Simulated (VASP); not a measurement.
Consider the following.

```cif
data_Nb2
_chemical_formula_sum 'Nb2'
_space_group_name_H-M_alt 'Im-3m'
_space_group_IT_number 229
_space_group_name_Hall '-I 4 2 3'
_cell_length_a 3.28248
_cell_length_b 3.28248
_cell_length_c 3.28248
_cell_angle_alpha 90.000
_cell_angle_beta 90.000
_cell_angle_gamma 90.000
loop_
_atom_site_label
_atom_site_type_symbol
_atom_site_symmetry_multiplicity
_atom_site_Wyckoff_symbol
_atom_site_fract_x
_atom_site_fract_y
_atom_site_fract_z
_atom_site_occupancy
Nb1 Nb 2 a 0.00000 0.00000 0.00000 1
```
(The calculation used a cell of 1 atom; values per cell refer to that cell.)

All values below come from revTPSS meta-GGA, VASP's PBE PAW potentials (set 64) (plane waves; VASP). Settings: 520 eV cut-off, 16×16×16 Γ-centred mesh, first-order Methfessel-Paxton smearing of 0.10 eV, potentials Nb_sv.

Give the energy at these volumes per atom, relative to the lowest: 16.66, 17.19, 17.72, 18.25, 18.78 Å³.

37.2, 8.1, 0.0, 9.5, 34.4 meV/atom. A third-order Birch-Murnaghan fit gives B0 = 180 GPa and B0′ = 4.2.

Measured: bulk modulus 173 GPa at 0 K (computed value off by +3.9 %), as given by Daniel Mejia-Rodriguez et al., Physical Review B (2018), arXiv:1807.09216 [0 K value with the zero-point phonon effect removed]; a 3.294 Å at 0 K (computed value off by -0.3 %), as given by Daniel Mejia-Rodriguez et al., Physical Review B (2018), arXiv:1807.09216 [static lattice: zero-point anharmonic expansion removed].

The compound is Nb in the bcc structure. It was relaxed first.
